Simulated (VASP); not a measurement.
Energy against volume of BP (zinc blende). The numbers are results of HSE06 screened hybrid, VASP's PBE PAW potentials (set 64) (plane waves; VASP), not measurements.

```tsv
V (Å³/atom)	E (eV/atom)
10.689	-7.39765
11.041	-7.42362
11.393	-7.43518
11.746	-7.43429
12.098	-7.42258
```

Question: Fit a third-order Birch-Murnaghan equation of state.

Answer: 
```yaml
volume_per_atom: 11.54 Å³/atom
bulk_modulus: 175 GPa
pressure_derivative_of_the_bulk_modulus: 3.68
lattice_constant_a: 4.520 Å
```

Measured: bulk modulus 176 GPa at 0 K (computed value off by -1.1 %), as given by Tamar Goldzak et al., The Journal of Chemical Physics (2022), arXiv:2208.04865 [0 K, zero-point effect removed]; a 4.525 Å at 0 K (computed value off by -0.1 %), as given by Daniel Mejia-Rodriguez et al., Physical Review B (2018), arXiv:1807.09216 [static lattice: zero-point anharmonic expansion removed].

The compound is BP in the zinc blende structure. It was relaxed first. The cell's shape comes from a PBE relaxation.
